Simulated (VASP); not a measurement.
Crystal: Ti.

```
Ti
1.0
     2.95000    0.00000    0.00000
    -1.47500    2.55477    0.00000
     0.00000    0.00000    4.68000
Ti
2
Cartesian
  0.0000 1.7032 1.1700
  1.4750 0.8516 3.5100
```

Base run:

- Program: VASP 6.6.1
- Functional: PBE
- Potentials or basis: VASP PAW PBE potentials, release 64 (Ti_sv)
- Cutoff: 520 eV
- k mesh: 13 × 13 × 7
- Occupations: fermi-dirac, width 0.05 eV
- Spin: no spin polarisation

Its results: band gap on the k mesh none (metal or under the smearing width); pressure -1.8 GPa.

Q: The run is repeated on the same cell with these changes: functional from PBE to PBEsol; potentials or basis from VASP PAW PBE potentials, release 64 (Ti_sv) to VASP PAW PBE potentials, release 64 (Ti); cutoff from 520 eV to 500 eV; valence electrons from 24 to 8. What comes out?

A: Band gap on the k mesh none (metal or under the smearing width); pressure -7.1 GPa.

Caveats: the PAW data sets were made with another functional, which shifts forces and pressure a little (some runs).

Not every run made on this cell is shown here.
